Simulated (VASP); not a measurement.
A VASP calculation is set up with these files.

POSCAR:
```
Rh
2.6870060
  0.0000000000   0.7071067203   0.7071067203
  0.7071067203   0.0000000000   0.7071067203
  0.7071067203   0.7071067203   0.0000000000
Rh
1
direct
  0.0000000000   0.0000000000   0.0000000000
```

### KPOINTS
```
Automatic
0
Gamma
15 15 15
0 0 0
```

### INCAR
```
! general
SYSTEM  = Rh
PREC    = Accurate
ENCUT   = 300
LREAL   = .False.
LASPH   = .True.   ! aspherical one-centre terms

! electronic loop
EDIFF   = 1E-6   ! SCF stop (eV)
NELM    = 100   ! most electronic steps
ALGO    = Normal   ! blocked Davidson
LMAXMIX = 4   ! l cut-off of mixed one-centre charges

! smearing
ISMEAR  = 0   ! Gaussian
SIGMA   = 0.2   ! width (eV)

! functional
GGA     = PE   ! PBE

! ions
ISIF    = 2   ! forces and stress, cell fixed

! output
LWAVE   = .False.
LCHARG  = .False.
```

POTCAR, in this order: Rh_pv (PBE.64 set). Program: vasp_std.

**Question.** Translate this PBE calculation to Ansatz.

**Answer.** One equivalent input (not run):
Ansatz 0.2 input:
```yaml
crystal:
  lattice:
    - [0.0000000, 1.9000000, 1.9000000]
    - [1.9000000, 0.0000000, 1.9000000]
    - [1.9000000, 1.9000000, 0.0000000]
  atoms:
    - { symbol: Rh, position: [0.0000000, 0.0000000, 0.0000000] }
kpoints:
  mp_grid: { grid: [15, 15, 15] }
hamiltonian:
  xc: pbe
  pseudopotentials: { kind: paw }
scf:
  occupations: { method: gaussian, width: 0.2 }
  max_iter: 100
output: { forces: true, stress: true, eigenvalues: true }
```
Limits of the translation: each code has its own PAW files, so the cut-off isn't converted (ENCUT is set for VASP's; basis.ecutwfc is left out, and Ansatz then takes the one that its files recommend); Ansatz stops its SCF on the density residual and VASP on the energy change (EDIFF).

The structure is a typed Rh crystal (Fm-3m). The cell was not relaxed at this level.
